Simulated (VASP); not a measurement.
Here is the system:

```yaml
crystal:
  lattice:
    - [4.17500, 0.00000, 0.00000]
    - [0.00000, 4.17500, 0.00000]
    - [0.00000, 0.00000, 4.17500]
  atoms:
    - { symbol: Mg, position: [0.00000, 0.00000, 0.00000] }
    - { symbol: Sr, position: [0.50000, 0.50000, 0.50000] }
```

Calculation: r2SCAN+rVV10 with spin-orbit coupling, VASP's PBE PAW potentials (set 64) (plane waves; VASP 6.6.1). Run with 400 eV cut-off, 8×8×8 Γ-centred mesh, Gaussian smearing of 0.050 eV, potentials Mg Sr_sv.

### Question
Predict the energy per atom (σ→0), band gap (over mesh and band path) with the smallest direct gap where there is one.

### Answer

- band gap (over mesh and band path): none (metal, semimetal or under 0.01 eV)
- energy per atom (σ→0): -9.520 eV/atom

The absolute energy has meaning only against runs of the same code, potentials and settings.

The structure comes from a measured SrMg entry (Pm-3m) of the Crystallography Open Database, whose conditions weren't checked. It was relaxed first, which changed the volume by +23 %.
